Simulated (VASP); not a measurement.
Method: LDA (Ceperley-Alder, Perdew-Zunger), VASP's LDA PAW potentials (set 64) (plane waves; VASP 6.6.1).

A VASP calculation is set up with these files.

**INCAR**
```
# general
SYSTEM   =  BAs
PREC     =  Accurate
ENCUT    =  520
LREAL    =  .FALSE.
LASPH    =  .TRUE.

# electronic loop
EDIFF    =  1E-6
NELM     =  100
ALGO     =  Normal
LMAXMIX  =  4

# smearing
ISMEAR   =  0
SIGMA    =  0.05

# ions
IBRION   =  2
NSW      =  60
ISIF     =  3
EDIFFG   =  -0.01

# output
LWAVE    =  .FALSE.
LCHARG   =  .FALSE.
```

### POSCAR
```
BAs
1
    0.0000000000     2.3711729937     2.3711729937
    2.3711729937    -0.0000000000     2.3711729937
    2.3711729937     2.3711729937     0.0000000000
B As
1 1
Direct
  0.0000000000   0.0000000000   0.0000000000
  0.2500000000   0.2500000000   0.2500000000
```

File KPOINTS:
```
Automatic mesh
0
Gamma
9 9 9
0 0 0
```

POTCAR, in this order: B As (LDA.64 set). Program: vasp_std.

What VASP printed:

### OUTCAR
```
 ion  position               nearest neighbor table
   1  0.000  0.000  0.000-   2 2.05   2 2.05   2 2.05   2 2.05
   2  0.250  0.250  0.250-   1 2.05   1 2.05   1 2.05   1 2.05
  LATTYP: Found a face centered cubic cell.
 ALAT       =     4.7423459874
 Subroutine PRICEL returns:
 Original cell was already a primitive cell.
 Subroutine GETGRP returns: Found 24 space group operations
The static configuration has the point symmetry T_d .
The dynamic configuration has the point symmetry T_d .
 Subroutine INISYM returns: Found 24 space group operations
 Subroutine IBZKPT returns following result:
 Found     35 irreducible k-points:

 Following reciprocal coordinates:
            Coordinates               Weight
  0.000000  0.000000  0.000000      1.000000
  0.111111  0.000000  0.000000      8.000000
  0.222222  0.000000  0.000000      8.000000
  0.333333  0.000000  0.000000      8.000000
  0.444444  0.000000  0.000000      8.000000
  0.111111  0.111111  0.000000      6.000000
  0.222222  0.111111  0.000000     24.000000
  0.333333  0.111111  0.000000     24.000000
  0.444444  0.111111  0.000000     24.000000
 -0.444444  0.111111  0.000000     24.000000
 -0.333333  0.111111  0.000000     24.000000
 -0.222222  0.111111  0.000000     24.000000
 -0.111111  0.111111  0.000000     12.000000
  0.222222  0.222222  0.000000      6.000000
  0.333333  0.222222  0.000000     24.000000
  0.444444  0.222222  0.000000     24.000000
 -0.444444  0.222222  0.000000     24.000000
 -0.333333  0.222222  0.000000     24.000000
 -0.222222  0.222222  0.000000     12.000000
  0.333333  0.333333  0.000000      6.000000
  0.444444  0.333333  0.000000     24.000000
 -0.444444  0.333333  0.000000     24.000000
 -0.333333  0.333333  0.000000     12.000000
  0.444444  0.444444  0.000000      6.000000
 -0.444444  0.444444  0.000000     12.000000
  0.333333  0.222222  0.111111     24.000000
  0.444444  0.222222  0.111111     48.000000
 -0.444444  0.222222  0.111111     48.000000
  0.444444  0.333333  0.111111     24.000000
 -0.444444  0.333333  0.111111     48.000000
 -0.333333  0.333333  0.111111     48.000000
 -0.222222  0.333333  0.111111     24.000000
 -0.444444  0.444444  0.111111     24.000000
 -0.333333  0.444444  0.111111     24.000000
 -0.333333  0.444444  0.222222     24.000000
   k-points           NKPTS =     35   k-points in BZ     NKDIM =     35   number of bands    NBANDS=      8
   number of dos      NEDOS =    301   number of ions     NIONS =      2
   total plane-waves  NPLWV =  21952
   dimension x,y,z NGX =    28 NGY =   28 NGZ =   28
   dimension x,y,z NGXF=    56 NGYF=   56 NGZF=   56
   ions per type =               1   1
   PREC   = accura    normal or accurate (medium, high low for compatibility)
   ISTART =      0    job   : 0-new  1-cont  2-samecut
   ICHARG =      2    charge: 1-file 2-atom 10-const
   ISPIN  =      1    spin polarized calculation?
   LNONCOLLINEAR =      F non collinear calculations
   LSORBIT =      F    spin-orbit coupling
   INIWAV =      1    electr: 0-lowe 1-rand  2-diag
   ENCUT  =  520.0 eV  38.22 Ry    6.18 a.u.   6.23  6.23  6.23*2*pi/ulx,y,z
   NELM   =    100;   NELMIN=  2; NELMDL= -5     # of ELM steps
   EDIFF  = 0.1E-05   stopping-criterion for ELM
   LREAL  =      F    real-space projection
   NLSPLINE    = F    spline interpolate recip. space projectors
   LMAXMIX     =    4 max onsite mixed and CHGCAR
   VOSKOWN=      0    Vosko Wilk Nusair interpolation
   EDIFFG = -.1E-01   stopping-criterion for IOM
   NSW    =     60    number of steps for IOM
   NBLOCK =      1;   KBLOCK =     60    inner block; outer block
   IBRION =      2    ionic relax: 0-MD 1-quasi-New 2-CG
...
```

OSZICAR:
```
       N       E                     dE             d eps       ncg     rms          rms(c)
DAV:   1     0.131343466240E+02    0.13134E+02   -0.39121E+03   560   0.874E+02
DAV:   2    -0.133168243283E+02   -0.26451E+02   -0.25918E+02   872   0.109E+02
DAV:   3    -0.136952350835E+02   -0.37841E+00   -0.37841E+00   608   0.174E+01
DAV:   4    -0.136960467542E+02   -0.81167E-03   -0.81167E-03   848   0.817E-01
DAV:   5    -0.136960468963E+02   -0.14213E-06   -0.14213E-06   624   0.930E-03    0.518E+00
DAV:   6    -0.130256474291E+02    0.67040E+00   -0.20593E+00   576   0.740E+00    0.249E+00
DAV:   7    -0.129395161610E+02    0.86131E-01   -0.23082E-01   776   0.292E+00    0.875E-01
DAV:   8    -0.129258998846E+02    0.13616E-01   -0.27384E-02   672   0.105E+00    0.119E-01
DAV:   9    -0.129259105626E+02   -0.10678E-04   -0.57302E-04   736   0.198E-01    0.635E-02
DAV:  10    -0.129259159337E+02   -0.53711E-05   -0.10690E-04   600   0.682E-02    0.160E-02
DAV:  11    -0.129259170802E+02   -0.11465E-05   -0.14245E-06   808   0.125E-02    0.140E-02
DAV:  12    -0.129259168977E+02    0.18259E-06   -0.87227E-07   304   0.501E-03
   1 F= -.12925917E+02 E0= -.12925917E+02  d E =-.129259E+02
```

**OUTCAR**
```
------------------------ aborting loop because EDIFF is reached ----------------------------------------
  FORCE on cell =-STRESS in cart. coord.  units (eV):
  Direction    XX          YY          ZZ          XY          YZ          ZX
  --------------------------------------------------------------------------------------
  Total       -0.0008288     -0.0008288     -0.0008288     -0.0000000     -0.0000000      0.0000000
  in kB       -0.0498012     -0.0498012     -0.0498012     -0.0000000     -0.0000000      0.0000000
  external PRESSURE =      -0.0498012 kB  Pullay stress =       0.0000000 kB
  volume of cell :       26.66
      direct lattice vectors                 reciprocal lattice vectors
     0.000000000  2.371172994  2.371172994    -0.210866099  0.210866099  0.210866099
     2.371172994  0.000000000  2.371172994     0.210866099 -0.210866099  0.210866099
     2.371172994  2.371172994  0.000000000     0.210866099  0.210866099 -0.210866099
  FREE ENERGIE OF THE ION-ELECTRON SYSTEM (eV)
  ---------------------------------------------------
  free  energy   TOTEN  =       -12.9259168977 eV

  energy  without entropy=      -12.9259168977  energy(sigma->0) =      -12.92591690

 reached required accuracy - stopping structural energy minimisation
```
(Selected blocks of OUTCAR.)

**OUTCAR**
```
 val. band max:        6.4058031633   @ k =   0.0000   0.0000   0.0000

 cond. band min:       7.5542373174   @ k =   0.4444   0.4444   0.0000


 Fermi energy:         6.6183518139

 k-point     1 :       0.0000    0.0000    0.0000
  band No.  band energies     occupation
      1      -9.1705      2.00000
      2       6.4058      2.00000
      3       6.4058      2.00000
      4       6.4058      2.00000
      5       9.6834      0.00000
      6       9.6834      0.00000
      7       9.6834      0.00000
      8      11.3790      0.00000

 k-point     2 :       0.1111    0.0000    0.0000
  band No.  band energies     occupation
      1      -8.9645      2.00000
      2       4.7532      2.00000
      3       6.0361      2.00000
      4       6.0361      2.00000
      5       9.8654      0.00000
      6      10.1681      0.00000
      7      10.1681      0.00000
      8      12.3542      0.00000

 k-point     3 :       0.2222    0.0000    0.0000
  band No.  band energies     occupation
      1      -8.3594      2.00000
      2       2.0734      2.00000
      3       5.3836      2.00000
      4       5.3836      2.00000
      5       9.6421      0.00000
      6      10.9440      0.00000
      7      10.9440      0.00000
      8      14.0170      0.00000

 k-point     4 :       0.3333    0.0000    0.0000
  band No.  band energies     occupation
      1      -7.4188      2.00000
      2      -0.4180      2.00000
      3       4.8609      2.00000
      4       4.8609      2.00000
      5       9.3854      0.00000
      6      11.2418      0.00000
      7      11.2418      0.00000
      8      15.0386      0.00000

 k-point     5 :       0.4444    0.0000    0.0000
  band No.  band energies     occupation
      1      -6.4314      2.00000
      2      -2.2115      2.00000
      3       4.5860      2.00000
      4       4.5860      2.00000
      5       9.2459      0.00000
      6      11.1976      0.00000
      7      11.1976      0.00000
...
```

The compound is BAs in the zinc blende structure. It was relaxed first. The start is the result of an earlier pass.
